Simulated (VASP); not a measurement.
# CsPt (P-6m2) in VASP: equation of state

Aim: energy against volume of CsPt in PBE, for its equilibrium volume and stiffness.

All numbers are computed with VASP 6.6.1; they aren't measurements. Logs are shortened: lines on timing, memory, paths and dates and some standing lists are left out, and cuts for length are marked.

**1. Starting point**

The structure is hexagonal, space group P-6m2 (No. 187). The conventional cell has a = 3.437 Å, b = 3.437 Å, c = 5.581 Å, α = 90.00°, β = 90.00°, γ = 120.00°. Cs (site symmetry -6m2) has 6 Pt at 3.42 Å and 6 Cs at 3.44 Å as nearest neighbours. Pt (site symmetry -6m2) is surrounded by 6 Cs at 3.42 Å and 6 Pt at 3.44 Å.

The cell was built by a generator and needn't be a form met in nature.

**2. Equation of state, PBE, 26.84 Å³/atom (volume scaled by 0.94)**

The input, INCAR:

```
SYSTEM = CsPt
PREC     = Accurate       ! precision mode
ENCUT    = 520            ! plane-wave cutoff, eV
EDIFF    = 1E-7           ! SCF threshold, eV
ISMEAR   = -1             ! smearing method
SIGMA    = 0.05           ! smearing width, eV
LREAL    = .FALSE.        ! projectors in reciprocal space
LASPH    = .TRUE.         ! aspherical terms in the spheres
NELM     = 60             ! most SCF steps
ALGO     = Normal         ! electronic algorithm
ISIF     = 2              ! what is computed and relaxed
LWAVE    = .FALSE.        ! write WAVECAR
LCHARG   = .FALSE.        ! write CHGCAR
GGA      = PE             ! functional
NBANDS   = 16             ! bands
```

The input, KPOINTS:

```
Automatic mesh
0
G
  9 9 5
  0 0 0
```

The input, POSCAR:

```
CsPt
1.0
    3.3668276598      0.0000000000      0.0000000000
   -1.6834089320      2.9157576443      0.0000000000
    0.0000000000      0.0000000000      5.4674912948
Cs Pt
1 1
Direct
    0.0000000000      0.0000000000      0.0000000000
    0.3333300000      0.6666700000      0.5000000000
```

Potentials or basis: VASP PAW PBE potentials, release 64 (Cs_sv, Pt).

On the command line:

```console
$ cat potpaw_PBE.64/Cs_sv/POTCAR potpaw_PBE.64/Pt/POTCAR > POTCAR
$ mpirun -np 1 vasp_std > vasp.out
```

OUTCAR:

```text
SYSTEM = CsPt
   PREC = Accurate
   ENCUT = 520
   EDIFF = 1E-7
   ISMEAR = -1
   LREAL = .FALSE.
   LASPH = .TRUE.
   NELM = 60
   ISIF = 2
   GGA = PE

 Found     75 irreducible k-points:

 Following reciprocal coordinates:
            Coordinates               Weight
  0.000000  0.000000  0.000000      1.000000
  0.111111  0.000000  0.000000      4.000000
 -0.111111  0.111111  0.000000      2.000000
  0.222222  0.000000  0.000000      4.000000
 -0.222222  0.222222  0.000000      2.000000
  0.333333  0.000000  0.000000      4.000000
   k-points           NKPTS =     75   k-points in BZ     NKDIM =     75   number of bands    NBANDS=     16
   number of dos      NEDOS =    301   number of ions     NIONS =      2
   total plane-waves  NPLWV =  32928
   dimension x,y,z NGX =    28 NGY =   28 NGZ =   42
   dimension x,y,z NGXF=    56 NGYF=   56 NGZF=   84
   ions per type =               1   1
   NGX,Y,Z   is equivalent  to a cutoff of  13.83, 13.83, 12.77 a.u.
   NGXF,Y,Z  is equivalent  to a cutoff of  27.65, 27.65, 25.54 a.u.
 SYSTEM =  CsPt
   PREC   = accura    normal or accurate (medium, high low for compatibility)
   ISTART =      0    job   : 0-new  1-cont  2-samecut
   ICHARG =      2    charge: 1-file 2-atom 10-const
   ISPIN  =      1    spin polarized calculation?
   LNONCOLLINEAR =      F non collinear calculations
   LSORBIT =      F    spin-orbit coupling
   LASPH  =      T    aspherical Exc in radial PAW
   ENCUT  =  520.0 eV  38.22 Ry    6.18 a.u.   6.26  6.26 10.17*2*pi/ulx,y,z
   NELM   =     60;   NELMIN=  2; NELMDL= -5     # of ELM steps
   EDIFF  = 0.1E-06   stopping-criterion for ELM
   LREAL  =      F    real-space projection
   EDIFFG = 0.1E-05   stopping-criterion for IOM
   NSW    =      0    number of steps for IOM
   IBRION =     -1    ionic relax: 0-MD 1-quasi-New 2-CG
   NFREE  =      0    steps in history (QN), initial steepest desc. (CG)
   ISIF   =      2    stress and relaxation
   ISYM   =      2    0-nonsym 1-usesym 2-fastsym
   POTIM  = 0.5000    time-step for ionic-motion
   TEBEG  =    0.0;   TEEND  =   0.0 temperature during run
   PSTRESS=    0.0 pullay stress
   NELECT =      19.0000    total number of electrons
   NUPDOWN=      -1.0000    fix difference up-down
   EMIN   =  10.00;   EMAX   =-10.00  energy-range for DOS
   EFERMI =   0.00;   METHOD = LEGACY
   ISMEAR =    -1;   SIGMA  =   0.05  broadening in eV -4-tet -1-fermi 0-gaus
   EFERMI_NEDOS =   21; number of points for ismear=-14 and -15
   IALGO  =     38    algorithm
   IMIX   =      4    mixing-type and parameters
     AMIX     =   0.40;   BMIX     =  1.00
     AMIX_MAG =   1.60;   BMIX_MAG =  1.00
  volume/ion in A,a.u.               =      26.84       181.10
  Fermi-wavevector in a.u.,A,eV,Ry     =   1.158082  2.188457 18.247500  1.341153
  Thomas-Fermi vector in A             =   2.294687
   LORBIT       =      0    0 simple, 1 ext, 2 COOP (PROOUT), +10 PAW based schemes
   GGA     = PE    functional components
   LHFCALC =     F    Hartree Fock is set to
   AEXX    =    0.0000 exact exchange contribution
   IVDW    =     0    specifies the selected vdW correction
   LEPSILON=     F    determine dielectric tensor
   LRPA    =     F    only Hartree local field effects (RPA)
 non-spin polarized calculation
  energy-cutoff  :      520.00
  volume of cell :       53.67
 maximum number of plane-waves:      1466
 NGX is ok and might be reduce to    28
   NGX = 13   NGY = 13   NGZ = 21

 number of electron      19.0000001 magnetization

 Free energy of the ion-electron system (eV)
  ---------------------------------------------------
  ext. energy  EPLUGINS =         0.00000000
  ---------------------------------------------------
  free energy    TOTEN  =        -5.51564445 eV

  energy without entropy =       -5.50492773  energy(sigma->0) =       -5.51028609

 E-fermi :   5.3286     XC(G=0): -10.4807

 val. band max:        4.8732017177   @ k =  -0.4444   0.4444   0.0000
 cond. band min:       5.3508460876   @ k =   0.3333   0.1111   0.0000
 fundamental gap:      0.4776443699
 Fermi energy:         5.3286053485

 k-point     1 :       0.0000    0.0000    0.0000
  band No.  band energies     occupation
      1     -18.1715      2.00000
      2      -4.8695      2.00000
      3      -2.3682      2.00000
      4      -2.3682      2.00000
      5       0.4985      2.00000
      6       3.1554      2.00000
[... 8 lines left out ...]
     15      14.7209      0.00000
     16      14.7295      0.00000

 k-point     2 :       0.1111    0.0000    0.0000
  band No.  band energies     occupation
      1     -18.0706      2.00000
      2      -4.7719      2.00000
      3      -3.0753      2.00000
      4      -2.5153      2.00000
      5       0.7972      2.00000
      6       3.2646      2.00000
[... 8 lines left out ...]
     15      14.5357      0.00000
     16      14.6518      0.00000

 k-point     3 :      -0.1111    0.1111    0.0000
  band No.  band energies     occupation
      1     -18.0706      2.00000
      2      -4.7719      2.00000
      3      -3.0753      2.00000
      4      -2.5153      2.00000
      5       0.7972      2.00000
      6       3.2646      2.00000
[... 8 lines left out ...]
     15      14.5357      0.00000
     16      14.6518      0.00000

 k-point     4 :       0.2222    0.0000    0.0000
  band No.  band energies     occupation
      1     -17.7987      2.00000
      2      -4.5296      2.00000
      3      -4.5080      2.00000
      4      -2.8587      2.00000
      5       1.5624      2.00000
      6       3.2583      2.00000
[... 8 lines left out ...]
     15      14.1453      0.00000
     16      14.8271      0.00000

 k-point     5 :      -0.2222    0.2222    0.0000
  band No.  band energies     occupation
      1     -17.7987      2.00000
      2      -4.5296      2.00000
      3      -4.5080      2.00000
      4      -2.8587      2.00000
      5       1.5624      2.00000
      6       3.2583      2.00000
[... 8 lines left out ...]
     15      14.1452      0.00000
     16      14.8266      0.00000

 k-point     6 :       0.3333    0.0000    0.0000
  band No.  band energies     occupation
      1     -17.4547      2.00000
      2      -5.9032      2.00000
      3      -4.1719      2.00000
      4      -3.2083      2.00000
      5       2.2107      2.00000
      6       3.4230      2.00000
[... 8 lines left out ...]
     15      14.3497      0.00000
     16      14.4528      0.00000

 [... further k-points ...]
[... 5 lines left out ...]
  --------------------------------------------------------------------------------------
  -------------------------------------------------------------------------------------
  Total        0.8461284      0.8461017      1.3225560     -0.0000214      0.0000000      0.0000000
  in kB       25.2572732     25.2564753     39.4788261     -0.0006390      0.0000000      0.0000000
  external PRESSURE =      29.9975248 kB  Pullay stress =       0.0000000 kB

 VOLUME and BASIS-vectors are now :
 -----------------------------------------------------------------------------
  energy-cutoff  :      520.00
  volume of cell :       53.67
      direct lattice vectors                 reciprocal lattice vectors
     3.366827660  0.000000000  0.000000000     0.297015500  0.171481517  0.000000000
    -1.683408932  2.915757644  0.000000000     0.000000000  0.342964033  0.000000000
     0.000000000  0.000000000  5.467491295     0.000000000  0.000000000  0.182899240

 POSITION                                       TOTAL-FORCE (eV/Angst)
 -----------------------------------------------------------------------------------
      0.00000      0.00000      0.00000        -0.000007      0.000004      0.000000
     -0.00001      1.94385      2.73375         0.000007     -0.000004      0.000000
 -----------------------------------------------------------------------------------
    total drift:                                0.000004      0.000007      0.000000

  FREE ENERGIE OF THE ION-ELECTRON SYSTEM (eV)
  ---------------------------------------------------
  free  energy   TOTEN  =        -5.5156444503 eV

  energy  without entropy=       -5.5049277273  energy(sigma->0) =       -5.51028609
```

It took 30 s on 1 thread of Intel Xeon Platinum 8559C (Emerald Rapids), shared host; peak memory 0.22 GiB.

Results:

- Free energy: -5.5156 eV
- Pressure: 3.0 GPa
- Band gap on the k mesh: none (metal or under the smearing width)

**3. Equation of state, PBE, 27.41 Å³/atom (volume scaled by 0.96)**

The input, INCAR:

```
SYSTEM = CsPt
PREC = Accurate
ENCUT = 520
EDIFF = 1E-7
ISMEAR = -1
SIGMA = 0.05
LREAL = .False.
LASPH = .True.
NELM = 80
ALGO = Normal
ISIF = 2
LWAVE = .False.
LCHARG = .False.
GGA = PE
NBANDS = 16
```

The input, KPOINTS:

```
regular mesh
0
Gamma
  9 9 5
  0 0 0
```

The input, POSCAR:

```
CsPt
1.0
    3.3905384949      0.0000000000      0.0000000000
   -1.6952643150      2.9362918254      0.0000000000
    0.0000000000      0.0000000000      5.5059960232
Cs Pt
1 1
Direct
    0.0000000000      0.0000000000      0.0000000000
    0.3333300000      0.6666700000      0.5000000000
```

Potentials or basis: VASP PAW PBE potentials, release 64 (Cs_sv, Pt).

On the command line:

```console
$ cat potpaw_PBE.64/Cs_sv/POTCAR potpaw_PBE.64/Pt/POTCAR > POTCAR
$ mpirun -np 1 vasp_std > vasp.out
```

Run time: 31 s. Hardware: 1 thread of Intel Xeon Platinum 8559C (Emerald Rapids), shared host; peak memory 0.21 GiB.

The run converged. Its results:

- Free energy: -5.5338 eV
- Pressure: 2.0 GPa
- Band gap on the k mesh: none (metal or under the smearing width)

**4. Equation of state, PBE, 27.98 Å³/atom (volume scaled by 0.98)**

The input, INCAR:

```
ALGO     = Normal         # electronic algorithm
EDIFF    = 1E-7           # SCF threshold, eV
ENCUT    = 520            # plane-wave cutoff, eV
GGA      = PE             # functional
ISIF     = 2              # what is computed and relaxed
ISMEAR   = -1             # smearing method
LASPH    = True           # aspherical terms in the spheres
LCHARG   = False          # write CHGCAR
LREAL    = False          # projectors in reciprocal space
LWAVE    = False          # write WAVECAR
NBANDS   = 16             # bands
NELM     = 80             # most SCF steps
PREC     = Accurate       # precision mode
SIGMA    = 0.05           # smearing width, eV
```

The input, KPOINTS:

```
k-points
0
Gamma
  9 9 5
```

The input, POSCAR:

```
CsPt
1.0
    3.4139222580      0.0000000000      0.0000000000
   -1.7069561625      2.9565427538      0.0000000000
    0.0000000000      0.0000000000      5.5439696096
Cs Pt
1 1
Direct
    0.0000000000      0.0000000000      0.0000000000
    0.3333300000      0.6666700000      0.5000000000
```

Potentials or basis: VASP PAW PBE potentials, release 64 (Cs_sv, Pt).

On the command line:

```console
$ cat potpaw_PBE.64/Cs_sv/POTCAR potpaw_PBE.64/Pt/POTCAR > POTCAR
$ mpirun -np 1 vasp_std > vasp.out
```

OUTCAR:

```text
EDIFF = 1E-7
   ENCUT = 520
   GGA = PE
   ISIF = 2
   ISMEAR = -1
   LASPH = True
   LREAL = False
   NELM = 80
   PREC = Accurate

 Found     75 irreducible k-points:

 Following reciprocal coordinates:
            Coordinates               Weight
  0.000000  0.000000  0.000000      1.000000
  0.111111  0.000000  0.000000      4.000000
 -0.111111  0.111111  0.000000      2.000000
  0.222222  0.000000  0.000000      4.000000
 -0.222222  0.222222  0.000000      2.000000
  0.333333  0.000000  0.000000      4.000000
[... 176 lines left out ...]
      6       3.1380      2.00000
[... 8 lines left out ...]
     15      13.7227      0.00000
     16      13.7283      0.00000

 [... further k-points ...]
[... 5 lines left out ...]
  --------------------------------------------------------------------------------------
  -------------------------------------------------------------------------------------
  Total        0.3562991      0.3562771      0.4982710     -0.0000183      0.0000000      0.0000000
  in kB       10.2015613     10.2009313     14.2665041     -0.0005246      0.0000000      0.0000000
  external PRESSURE =      11.5563322 kB  Pullay stress =       0.0000000 kB

 VOLUME and BASIS-vectors are now :
 -----------------------------------------------------------------------------
  energy-cutoff  :      520.00
  volume of cell :       55.96
      direct lattice vectors                 reciprocal lattice vectors
     3.413922258  0.000000000  0.000000000     0.292918211  0.169115953  0.000000000
    -1.706956163  2.956542754  0.000000000     0.000000000  0.338232890  0.000000000
     0.000000000  0.000000000  5.543969610     0.000000000  0.000000000  0.180376169

 POSITION                                       TOTAL-FORCE (eV/Angst)
 -----------------------------------------------------------------------------------
      0.00000      0.00000      0.00000        -0.000007      0.000004      0.000000
     -0.00001      1.97104      2.77198         0.000007     -0.000004      0.000000
 -----------------------------------------------------------------------------------
    total drift:                                0.000004      0.000007      0.000000

  FREE ENERGIE OF THE ION-ELECTRON SYSTEM (eV)
  ---------------------------------------------------
  free  energy   TOTEN  =        -5.5454238780 eV

  energy  without entropy=       -5.5346041728  energy(sigma->0) =       -5.54001403
```

OSZICAR:

```text
N       E                     dE             d eps       ncg     rms          rms(c)
DAV:   1     0.970217846245E+02    0.97022E+02   -0.88009E+03  2400   0.104E+03
DAV:   2    -0.162338404665E+01   -0.98645E+02   -0.91386E+02  3264   0.197E+02
DAV:   3    -0.573943147536E+01   -0.41160E+01   -0.41017E+01  2920   0.397E+01
DAV:   4    -0.576397622788E+01   -0.24545E-01   -0.24543E-01  3016   0.346E+00
DAV:   5    -0.576418703392E+01   -0.21081E-03   -0.21080E-03  2976   0.323E-01    0.279E+00
DAV:   6    -0.560552930993E+01    0.15866E+00   -0.27979E-01  2824   0.342E+00    0.109E+00
DAV:   7    -0.555690282784E+01    0.48626E-01   -0.53850E-02  2944   0.141E+00    0.674E-01
DAV:   8    -0.554532500349E+01    0.11578E-01   -0.35813E-02  2992   0.128E+00    0.244E-01
DAV:   9    -0.554541223339E+01   -0.87230E-04   -0.16581E-03  2680   0.296E-01    0.469E-02
DAV:  10    -0.554542263830E+01   -0.10405E-04   -0.69450E-05  3232   0.551E-02    0.169E-02
DAV:  11    -0.554542321664E+01   -0.57835E-06   -0.10265E-05  2616   0.218E-02    0.247E-03
DAV:  12    -0.554542376512E+01   -0.54848E-06   -0.34380E-07  3208   0.358E-03    0.973E-04
DAV:  13    -0.554542386574E+01   -0.10062E-06   -0.57056E-08  1968   0.175E-03    0.151E-04
DAV:  14    -0.554542387800E+01   -0.12258E-07   -0.43786E-09  1384   0.474E-04
   1 F= -.55454239E+01 E0= -.55400140E+01  d E =-.108197E-01
```

Run time: 30 s. Hardware: 1 thread of Intel Xeon Platinum 8559C (Emerald Rapids), shared host; peak memory 0.22 GiB.

What came out:

| Item | Value |
| --- | --- |
| Free energy | -5.5454 eV |
| Pressure | 1.2 GPa |
| Band gap on the k mesh | none (metal or under the smearing width) |

**5. Equation of state, PBE, 29.12 Å³/atom (volume scaled by 1.02)**

The input, INCAR:

```
SYSTEM = CsPt
PREC = Accurate
ENCUT = 520
EDIFF = 1E-7
ISMEAR = -1
SIGMA = 0.05
LREAL = .FALSE.
LASPH = .TRUE.
NELM = 100
ALGO = Normal
ISIF = 2
LWAVE = .FALSE.
LCHARG = .FALSE.
GGA = PE
NBANDS = 16
```

The input, KPOINTS:

```
Automatic mesh
0
G
  9 9 5
  0 0 0
```

The input, POSCAR:

```
CsPt
1.0
    3.4597521865      0.0000000000      0.0000000000
   -1.7298710602      2.9962326275      0.0000000000
    0.0000000000      0.0000000000      5.6183941898
Cs Pt
1 1
Direct
    0.0000000000      0.0000000000      0.0000000000
    0.3333300000      0.6666700000      0.5000000000
```

On the command line:

```console
$ cat potpaw_PBE.64/Cs_sv/POTCAR potpaw_PBE.64/Pt/POTCAR > POTCAR
$ mpirun -np 1 vasp_std > vasp.out
```

Wall time 30 s (1 thread of Intel Xeon Platinum 8559C (Emerald Rapids), shared host); peak memory 0.22 GiB.

Results (log left out):

```yaml
Free_energy: -5.5520 eV
Pressure: -0.3 GPa
Band_gap_on_the_k_mesh: none (metal or under the smearing width)
```

**6. Equation of state, PBE, 29.69 Å³/atom (volume scaled by 1.04)**

The input, INCAR:

```
ALGO = Normal ; EDIFF = 1E-7
ENCUT = 520 ; GGA = PE
ISIF = 2 ; ISMEAR = -1
LASPH = T ; LCHARG = F
LREAL = F ; LWAVE = F
NBANDS = 16 ; NELM = 60
PREC = Accurate ; SIGMA = 0.05
```

The input, KPOINTS:

```
k-points
0
Gamma
  9 9 5
```

The input, POSCAR:

```
CsPt
1.0
    3.4822187393      0.0000000000      0.0000000000
   -1.7411043039      3.0156892287      0.0000000000
    0.0000000000      0.0000000000      5.6548782913
Cs Pt
1 1
Direct
    0.0000000000      0.0000000000      0.0000000000
    0.3333300000      0.6666700000      0.5000000000
```

Potentials or basis: VASP PAW PBE potentials, release 64 (Cs_sv, Pt).

On the command line:

```console
$ cat potpaw_PBE.64/Cs_sv/POTCAR potpaw_PBE.64/Pt/POTCAR > POTCAR
$ mpirun -np 1 vasp_std > vasp.out
```

Run time: 30 s. Hardware: 1 thread of Intel Xeon Platinum 8559C (Emerald Rapids), shared host; peak memory 0.22 GiB.

Results (log left out):

```yaml
Free_energy: -5.5482 eV
Pressure: -0.9 GPa
Band_gap_on_the_k_mesh: none (metal or under the smearing width)
```

**7. Equation of state, PBE, 30.26 Å³/atom (volume scaled by 1.06)**

The input, INCAR:

```
PREC = Accurate
ENCUT = 520
EDIFF = 1E-7
ISMEAR = -1
SIGMA = 0.05
LREAL = False
LASPH = True
NELM = 100
ALGO = Normal
ISIF = 2
LWAVE = False
LCHARG = False
GGA = PE
NBANDS = 16
```

The input, KPOINTS:

```
regular mesh
0
Gamma
  9 9 5
```

The input, POSCAR:

```
CsPt
1.0
    3.5043990745      0.0000000000      0.0000000000
   -1.7521944392      3.0348979582      0.0000000000
    0.0000000000      0.0000000000      5.6908975955
Cs Pt
1 1
Direct
    0.0000000000      0.0000000000      0.0000000000
    0.3333300000      0.6666700000      0.5000000000
```

On the command line:

```console
$ cat potpaw_PBE.64/Cs_sv/POTCAR potpaw_PBE.64/Pt/POTCAR > POTCAR
$ mpirun -np 1 vasp_std > vasp.out
```

It took 29 s on 1 thread of Intel Xeon Platinum 8559C (Emerald Rapids), shared host; peak memory 0.22 GiB.

Results (log left out):

| Item | Value |
| --- | --- |
| Free energy | -5.5405 eV |
| Pressure | -1.4 GPa |
| Band gap on the k mesh | none (metal or under the smearing width) |

**8. Equation of state, PBE**

Potentials or basis: VASP PAW PBE potentials, release 64 (Cs_sv, Pt).

This step only gathers the single runs of the series.

What came out:

* Equilibrium volume: 28.92 Å³/atom
* Bulk modulus at fixed shape and positions: 33 GPa
* Pressure derivative of the bulk modulus: 5.4

Energy against volume, from the lowest point:
| volume (Å³/atom) | energy (meV/atom) |
| --- | --- |
| 26.837 | 18.16 |
| 27.408 | 9.07 |
| 27.979 | 3.27 |
| 28.550 | 0.36 |
| 29.121 | 0.00 |
| 29.692 | 1.88 |
| 30.263 | 5.73 |

Caveat: the cell was scaled at fixed shape and fractional positions, which overstates the stiffness of a crystal with free parameters, most of all of layers and chains. Spin-orbit coupling is left out, which matters for the levels of Cs, Pt.
